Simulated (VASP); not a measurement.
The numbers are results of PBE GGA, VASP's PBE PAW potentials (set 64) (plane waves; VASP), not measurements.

A VASP calculation is set up with these files.

### KPOINTS
```
Automatic mesh
0
Gamma
8 8 8
0 0 0
```

POSCAR:
```
NiO
1
    4.1800000000     2.0900000000     2.0900000000
    2.0900000000     4.1800000000     2.0900000000
    2.0900000000     2.0900000000     4.1800000000
Ni O
2 2
Direct
  0.0000000000   0.0000000000   0.0000000000
  0.5000000000   0.5000000000   0.5000000000
  0.2500000000   0.2500000000   0.2500000000
  0.7500000000   0.7500000000   0.7500000000
```

INCAR:
```
SYSTEM = NiO
PREC = Accurate
ENCUT = 520
EDIFF = 1E-6
NELM = 100
ALGO = Normal
LREAL = .FALSE.
LASPH = .TRUE.
ISMEAR = 0
SIGMA = 0.05
GGA = PE
LMAXMIX = 4
ISPIN = 2
MAGMOM = 2.0 -2.0 0.0 0.0
LORBIT = 10
LWAVE = .FALSE.
LCHARG = .FALSE.
ISIF = 2
NBANDS = 24
```

POTCAR, in this order: Ni O (PBE.64 set). Program: vasp_std.

Output of the run:

**OSZICAR**
```
       N       E                     dE             d eps       ncg     rms          rms(c)
DAV:   1     0.244632999508E+03    0.24463E+03   -0.15217E+04  6448   0.176E+03
DAV:   2    -0.462739161476E+01   -0.24926E+03   -0.22581E+03  6672   0.362E+02
DAV:   3    -0.273308318128E+02   -0.22703E+02   -0.21789E+02  7408   0.125E+02
DAV:   4    -0.277530573819E+02   -0.42223E+00   -0.42163E+00  6904   0.175E+01
DAV:   5    -0.277642137464E+02   -0.11156E-01   -0.11156E-01  7720   0.271E+00    0.206E+01
DAV:   6    -0.252286542074E+02    0.25356E+01   -0.28520E+01  8272   0.957E+01    0.236E+01
DAV:   7    -0.233917331397E+02    0.18369E+01   -0.59953E+00  7240   0.757E+01    0.917E+00
DAV:   8    -0.235168733408E+02   -0.12514E+00   -0.13224E+00  7528   0.944E+00    0.586E+00
DAV:   9    -0.234745119787E+02    0.42361E-01   -0.52892E-02  9576   0.631E+00    0.130E+00
DAV:  10    -0.234858575940E+02   -0.11346E-01   -0.33997E-02  8608   0.262E+00    0.470E-01
DAV:  11    -0.234847222400E+02    0.11354E-02   -0.32697E-03  9200   0.161E+00    0.944E-02
DAV:  12    -0.234849136660E+02   -0.19143E-03   -0.16327E-03  7536   0.344E-01    0.620E-02
DAV:  13    -0.234849023055E+02    0.11361E-04   -0.43616E-05  8536   0.764E-02    0.317E-02
DAV:  14    -0.234849067548E+02   -0.44493E-05   -0.34147E-05  7168   0.540E-02    0.142E-02
DAV:  15    -0.234849055144E+02    0.12403E-05   -0.36744E-06  6424   0.264E-02    0.518E-03
DAV:  16    -0.234849056433E+02   -0.12888E-06   -0.89204E-07  3424   0.153E-02
   1 F= -.23484906E+02 E0= -.23484906E+02  d E =-.235754E-11  mag=     0.0000
```

File OUTCAR:
```
------------------------ aborting loop because EDIFF is reached ----------------------------------------
  FORCE on cell =-STRESS in cart. coord.  units (eV):
  Direction    XX          YY          ZZ          XY          YZ          ZX
  --------------------------------------------------------------------------------------
  Total        0.3630927      0.3630927      0.3630927     -0.0577214     -0.0577214     -0.0577214
  in kB       15.9304928     15.9304928     15.9304928     -2.5324943     -2.5324943     -2.5324943
  external PRESSURE =      15.9304928 kB  Pullay stress =       0.0000000 kB
  volume of cell :       36.52
      direct lattice vectors                 reciprocal lattice vectors
     4.180000000  2.090000000  2.090000000     0.358851675 -0.119617225 -0.119617225
     2.090000000  4.180000000  2.090000000    -0.119617225  0.358851675 -0.119617225
     2.090000000  2.090000000  4.180000000    -0.119617225 -0.119617225  0.358851675
 POSITION                                       TOTAL-FORCE (eV/Angst)
 -----------------------------------------------------------------------------------
      0.00000      0.00000      0.00000         0.000000     -0.000000      0.000000
      4.18000      4.18000      4.18000         0.000000     -0.000000     -0.000000
      2.09000      2.09000      2.09000        -0.000000      0.000000      0.000000
      6.27000      6.27000      6.27000        -0.000000      0.000000     -0.000000
 -----------------------------------------------------------------------------------
    total drift:                                0.000000     -0.000000     -0.000000
  FREE ENERGIE OF THE ION-ELECTRON SYSTEM (eV)
  ---------------------------------------------------
  free  energy   TOTEN  =       -23.4849056433 eV

  energy  without entropy=      -23.4849056433  energy(sigma->0) =      -23.48490564

 total charge

# of ion       s       p       d       tot
------------------------------------------
    1        0.329   0.400   8.263   8.992
    2        0.329   0.400   8.263   8.992
    3        1.562   3.409   0.000   4.971
    4        1.562   3.409   0.000   4.971
--------------------------------------------------
tot          3.781   7.618  16.526  27.926

 magnetization (x)

# of ion       s       p       d       tot
------------------------------------------
    1       -0.010  -0.013   1.368   1.345
    2        0.010   0.013  -1.368  -1.345
    3        0.000   0.000   0.000   0.000
    4        0.000   0.000   0.000   0.000
--------------------------------------------------
tot          0.000   0.000   0.000   0.000
```
(Selected blocks of OUTCAR.)

### OUTCAR
```
 val. band max:        7.3127716547   @ k =   0.2500   0.2500  -0.0000

 cond. band min:       8.2496130769   @ k =   0.5000   0.2500   0.2500


 Fermi energy:         7.5320920814

 spin component 1

 k-point     1 :       0.0000    0.0000    0.0000
  band No.  band energies     occupation
      1     -12.3254      1.00000
      2     -10.9389      1.00000
      3      -0.1758      1.00000
      4       2.4049      1.00000
      5       2.4049      1.00000
      6       5.0540      1.00000
      7       5.0540      1.00000
      8       5.0606      1.00000
      9       5.4793      1.00000
     10       5.4793      1.00000
     11       5.5699      1.00000
     12       5.8052      1.00000
     13       5.8053      1.00000
     14       6.7317      1.00000
     15       6.7318      1.00000
     16       7.0061      1.00000
     17       9.3813      0.00000
     18       9.3816      0.00000
     19       9.5362      0.00000
     20      13.5281      0.00000
     21      18.0282      0.00000
     22      21.9981      0.00000
     23      21.9981      0.00000
     24      25.6824      0.00000

 k-point     2 :       0.1250   -0.0000   -0.0000
  band No.  band energies     occupation
      1     -12.1650      1.00000
      2     -10.9127      1.00000
      3       0.0951      1.00000
      4       2.3135      1.00000
      5       2.4486      1.00000
      6       3.6865      1.00000
      7       4.4304      1.00000
      8       4.4658      1.00000
      9       5.5147      1.00000
     10       5.8330      1.00000
     11       5.8690      1.00000
     12       6.0025      1.00000
     13       6.3714      1.00000
     14       6.8081      1.00000
     15       6.8482      1.00000
     16       6.9970      1.00000
     17       8.9015      0.00000
     18       9.2830      0.00000
     19      10.5415      0.00000
     20      14.4436      0.00000
     21      17.8112      0.00000
     22      20.8163      0.00000
...
```

The compound is NiO in the rock salt, AFM-II order structure. The cell was not relaxed at this level. The run is one of a series of settings (NBANDS = 24 against the base run), some of them coarse on purpose.
